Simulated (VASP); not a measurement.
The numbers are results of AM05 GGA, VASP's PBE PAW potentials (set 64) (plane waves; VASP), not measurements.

The input files of a VASP run:

File POSCAR:
```
BaTiO3
1
    3.9658778937     0.0000000000     0.0000000000
    0.0000000000     3.9658778937     0.0000000000
    0.0000000000     0.0000000000     4.1142709051
Ba Ti O
1 1 3
Direct
  0.0000000000   0.0000000000   0.0052854951
  0.5000000000   0.5000000000   0.5244121229
  0.5000000000   0.5000000000   0.9672671412
  0.0000000000   0.5000000000   0.4835176205
  0.5000000000   0.0000000000   0.4835176205
```

### INCAR
```
! general
SYSTEM  = BaTiO3
PREC    = Accurate
ENCUT   = 520
LREAL   = .FALSE.
LASPH   = .TRUE.

! electronic loop
EDIFF   = 1E-7
NELM    = 100
ALGO    = Normal
LMAXMIX = 4

! smearing
ISMEAR  = -5

! functional
GGA     = AM

! ions
ISIF    = 2

! output
LWAVE   = .FALSE.
LCHARG  = .TRUE.
LORBIT  = 11
NEDOS   = 601

! other
LEFG    = .TRUE.
```

**KPOINTS**
```
Automatic mesh
0
Gamma
6 6 6
0 0 0
```

POTCAR, in this order: Ba_sv Ti_sv O (PBE.64 set). Program: vasp_std.

Output of the run:

### OSZICAR
```
       N       E                     dE             d eps       ncg     rms          rms(c)
DAV:   1     0.458106075097E+03    0.45811E+03   -0.21355E+04  1920   0.180E+03
DAV:   2     0.367318629026E+01   -0.45443E+03   -0.44730E+03  2320   0.490E+02
DAV:   3    -0.484715329511E+02   -0.52145E+02   -0.51679E+02  2816   0.150E+02
DAV:   4    -0.506136747925E+02   -0.21421E+01   -0.21409E+01  2776   0.293E+01
DAV:   5    -0.506792323152E+02   -0.65558E-01   -0.65554E-01  2720   0.387E+00    0.239E+01
DAV:   6    -0.409742128553E+02    0.97050E+01   -0.68923E+01  3024   0.773E+01    0.102E+01
DAV:   7    -0.409503623978E+02    0.23850E-01   -0.11578E+01  2512   0.254E+01    0.691E+00
DAV:   8    -0.407938160778E+02    0.15655E+00   -0.13039E+00  2568   0.115E+01    0.238E+00
DAV:   9    -0.408072557694E+02   -0.13440E-01   -0.19985E-01  2384   0.325E+00    0.104E+00
DAV:  10    -0.408002913709E+02    0.69644E-02   -0.81630E-02  2672   0.266E+00    0.480E-01
DAV:  11    -0.407981962736E+02    0.20951E-02   -0.18379E-02  2856   0.101E+00    0.114E-01
DAV:  12    -0.407980420137E+02    0.15426E-03   -0.14604E-03  2352   0.372E-01    0.359E-02
DAV:  13    -0.407980986594E+02   -0.56646E-04   -0.53924E-04  2680   0.224E-01    0.526E-02
DAV:  14    -0.407980619236E+02    0.36736E-04   -0.16462E-04  2696   0.101E-01    0.112E-02
DAV:  15    -0.407980610091E+02    0.91449E-06   -0.12277E-05  2688   0.237E-02    0.462E-03
DAV:  16    -0.407980617950E+02   -0.78588E-06   -0.31273E-06  2472   0.154E-02    0.601E-03
DAV:  17    -0.407980611894E+02    0.60562E-06   -0.23838E-06  2464   0.120E-02    0.616E-04
DAV:  18    -0.407980611991E+02   -0.97389E-08   -0.10530E-07  1264   0.278E-03
   1 F= -.40798061E+02 E0= -.40798061E+02  d E =0.000000E+00
```

### OUTCAR
```
------------------------ aborting loop because EDIFF is reached ----------------------------------------
  FORCE on cell =-STRESS in cart. coord.  units (eV):
  Direction    XX          YY          ZZ          XY          YZ          ZX
  --------------------------------------------------------------------------------------
  Total       -0.0023397     -0.0023397     -0.0412213      0.0000000      0.0000000      0.0000000
  in kB       -0.0579306     -0.0579306     -1.0206110      0.0000000      0.0000000      0.0000000
  external PRESSURE =      -0.3788241 kB  Pullay stress =       0.0000000 kB
  volume of cell :       64.71
      direct lattice vectors                 reciprocal lattice vectors
     3.965877894  0.000000000  0.000000000     0.252150981  0.000000000  0.000000000
     0.000000000  3.965877894  0.000000000     0.000000000  0.252150981  0.000000000
     0.000000000  0.000000000  4.114270905     0.000000000  0.000000000  0.243056430
 POSITION                                       TOTAL-FORCE (eV/Angst)
 -----------------------------------------------------------------------------------
      0.00000      0.00000      0.02175         0.000000     -0.000000      0.018450
      1.98294      1.98294      2.15757         0.000000      0.000000     -0.015921
      1.98294      1.98294      3.97960         0.000000     -0.000000     -0.013804
      0.00000      1.98294      1.98932         0.000000     -0.000000      0.005638
      1.98294      0.00000      1.98932         0.000000     -0.000000      0.005638
 -----------------------------------------------------------------------------------
    total drift:                                0.000000      0.000000      0.000448
  FREE ENERGIE OF THE ION-ELECTRON SYSTEM (eV)
  ---------------------------------------------------
  free  energy   TOTEN  =       -40.7980611991 eV

  energy  without entropy=      -40.7980611991  energy(sigma->0) =      -40.79806120

 total charge

# of ion       s       p       d       tot
------------------------------------------
    1        2.002   5.639   0.329   7.970
    2        2.223   6.280   1.790  10.294
    3        1.566   3.451   0.000   5.018
    4        1.560   3.455   0.000   5.015
    5        1.560   3.455   0.000   5.015
--------------------------------------------------
tot          8.911  22.281   2.119  33.311

 Electric field gradients after diagonalization (V/A^2)
 (convention: |V_zz| > |V_xx| > |V_yy|)
----------------------------------------------------------------------
 ion       V_xx      V_yy      V_zz     asymmetry (V_yy - V_xx)/ V_zz
----------------------------------------------------------------------
   1       3.772     3.772    -7.543       0.000
   2      -8.026    -8.026    16.052       0.000
   3      -6.583    -6.583    13.165       0.000
   4     -15.407    -8.686    24.093       0.279
   5     -15.407    -8.686    24.093       0.279
```
(Selected blocks of OUTCAR.)

The compound is BaTiO3 in the tetragonal perovskite structure. It was relaxed first.
